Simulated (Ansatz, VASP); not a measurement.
## One calculation of Sc2SiF2, two programs

```
Sc Si F
1.0
     3.75468    0.00000    0.00000
    -1.87734    3.25164    0.00000
     0.00000    0.00000   12.93410
Sc Si F
4 2 4
Direct
  0.66667 0.33333 0.87682
  0.33333 0.66667 0.12318
  0.33333 0.66667 0.37682
  0.66667 0.33333 0.62318
  0.00000 0.00000 0.25000
  0.00000 0.00000 0.75000
  0.66667 0.33333 0.05337
  0.33333 0.66667 0.94663
  0.33333 0.66667 0.55337
  0.66667 0.33333 0.44663
```

Alike in both runs: functional PBE; k mesh 4 × 4 × 1; occupations gaussian, width 0.15 eV; no spin polarisation.

Ansatz relaxed the structure, and its values are those at the end. VASP's run is a single point on that final structure, the one shown.

|  | VASP | Ansatz |
| --- | --- | --- |
| version | VASP 6.6.1 | Ansatz 0.2.0 |
| potentials or method | VASP PAW PBE potentials, release 64 (Sc_sv, Si, F) | scalar-relativistic, plane waves, PAW |
| plane-wave cutoff (eV) | 520 | 420 |
| valence electrons in the cell | 80 | 80 |

VASP gave:

| Quantity | Value |
| --- | --- |
| gap on the k mesh at the Fermi level (eV) | none |
| pressure (GPa) | 0.0 |
| rms of the force components (eV/Å) | 0.019 |

Q: What did Ansatz give for the same quantities?

A: gap on the k mesh at the Fermi level (eV): none; pressure (GPa): -0.2; rms of the force components (eV/Å): 0.013.

A gap of «none» marks a metal or a gap that the smearing closes. The functional is the same, so the differences come from potentials, cutoffs and numerics.

Caveats: the k mesh is coarse (spacing up to 0.49 Å⁻¹), so the values aren't converged.
